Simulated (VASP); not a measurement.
Here is a VASP 6.6.1 calculation.

File INCAR:

```
SYSTEM = C
ALGO = Normal
DIPOL = 0.5 0.5 0.500
EDIFF = 1E-7
ENCUT = 520
GGA = CA
IDIPOL = 3
ISIF = 2
ISMEAR = 0
KPAR = 2
LASPH = .True.
LCHARG = .False.
LDIPOL = .True.
LREAL = .False.
LVACPOTAV = .True.
LVHAR = .True.
LWAVE = .False.
NBANDS = 16
NELM = 80
PREC = Accurate
SIGMA = 0.03
```

File KPOINTS:

```
k-points
0
Gamma
  15 15 1
  0 0 0
```

File POSCAR:

```
C                                       
1.0
    2.4656797293      0.0000000000      0.0000000000
   -1.2328398646      2.1353412858      0.0000000000
    0.0000000000      0.0000000000     21.4289500000
  C             
     4
Direct
     0.0000000000000000    0.0000000000000000    0.4207967696772599
     0.6666666699999979    0.3333333300000021    0.4207717617004363
     0.0000000000000000    0.0000000000000000    0.5792020825295694
     0.3333333300000021    0.6666666699999979    0.5792293860927344
```

Contents of KPOINTS_OPT:

```
explicit points
67
Reciprocal
 0.0000000000  0.0000000000  0.0000000000 1
 0.0357142900  0.0000000000  0.0000000000 1
 0.0714285700  0.0000000000  0.0000000000 1
 0.1071428600  0.0000000000  0.0000000000 1
 0.1428571400  0.0000000000  0.0000000000 1
 0.1785714300  0.0000000000  0.0000000000 1
 0.2142857100  0.0000000000  0.0000000000 1
 0.2500000000  0.0000000000  0.0000000000 1
 0.2857142900  0.0000000000  0.0000000000 1
 0.3214285700  0.0000000000  0.0000000000 1
 0.3571428600  0.0000000000  0.0000000000 1
 0.3928571400  0.0000000000  0.0000000000 1
 0.4285714300  0.0000000000  0.0000000000 1
 0.4642857100  0.0000000000  0.0000000000 1
 0.5000000000  0.0000000000  0.0000000000 1
 0.4791666700  0.0416666700  0.0000000000 1
 0.4583333300  0.0833333300  0.0000000000 1
 0.4375000000  0.1250000000  0.0000000000 1
 0.4166666700  0.1666666700  0.0000000000 1
 0.3958333300  0.2083333300  0.0000000000 1
 0.3750000000  0.2500000000  0.0000000000 1
 0.3541666700  0.2916666700  0.0000000000 1
 0.3333333300  0.3333333300  0.0000000000 1
 0.3137254900  0.3137254900  0.0000000000 1
 0.2941176500  0.2941176500  0.0000000000 1
 0.2745098000  0.2745098000  0.0000000000 1
 0.2549019600  0.2549019600  0.0000000000 1
 0.2352941200  0.2352941200  0.0000000000 1
 0.2156862700  0.2156862700  0.0000000000 1
 0.1960784300  0.1960784300  0.0000000000 1
 0.1764705900  0.1764705900  0.0000000000 1
 0.1568627500  0.1568627500  0.0000000000 1
 0.1372549000  0.1372549000  0.0000000000 1
 0.1176470600  0.1176470600  0.0000000000 1
 0.0980392200  0.0980392200  0.0000000000 1
 0.0784313700  0.0784313700  0.0000000000 1
 0.0588235300  0.0588235300  0.0000000000 1
 0.0392156900  0.0392156900  0.0000000000 1
 0.0196078400  0.0196078400  0.0000000000 1
 0.0000000000  0.0000000000  0.0000000000 1
 0.0000000000  0.0000000000  0.0000000000 1
 0.0047173500 -0.0023586800  0.0000000000 1
-0.0047173500  0.0023586800  0.0000000000 1
 0.0137589400 -0.0068794700  0.0000000000 1
-0.0137589400  0.0068794700  0.0000000000 1
-0.0000000000  0.0040853500  0.0000000000 1
 0.0000000000 -0.0040853500  0.0000000000 1
-0.0000000000  0.0119156000  0.0000000000 1
 0.0000000000 -0.0119156000  0.0000000000 1
 0.5000000000  0.0000000000  0.0000000000 1
 0.5047173500 -0.0023586800  0.0000000000 1
 0.4952826500  0.0023586800  0.0000000000 1
 0.5137589400 -0.0068794700  0.0000000000 1
 0.4862410600  0.0068794700  0.0000000000 1
 0.5000000000  0.0040853500  0.0000000000 1
 0.5000000000 -0.0040853500  0.0000000000 1
 0.5000000000  0.0119156000  0.0000000000 1
 0.5000000000 -0.0119156000  0.0000000000 1
 0.3333333300  0.3333333300  0.0000000000 1
 0.3380506800  0.3309746500  0.0000000000 1
 0.3286159800  0.3356920100  0.0000000000 1
 0.3470922700  0.3264538600  0.0000000000 1
 0.3195743900  0.3402128000  0.0000000000 1
 0.3333333300  0.3374186800  0.0000000000 1
 0.3333333300  0.3292479800  0.0000000000 1
 0.3333333300  0.3452489300  0.0000000000 1
 0.3333333300  0.3214177300  0.0000000000 1
```

Potentials or basis: VASP PAW LDA potentials, release 64 (C).

The run is started by

```console
$ cat potpaw_LDA.64/C/POTCAR > POTCAR
$ mpirun -np 2 vasp_std > vasp.out
```

(1) What does it give for the largest force?

(2) Predict the work function of the upper face.

(3) Estimate the work function of the lower face.

Results:

(1) 0.011 eV/Å.

(2) 4.58 eV.

(3) 4.58 eV.
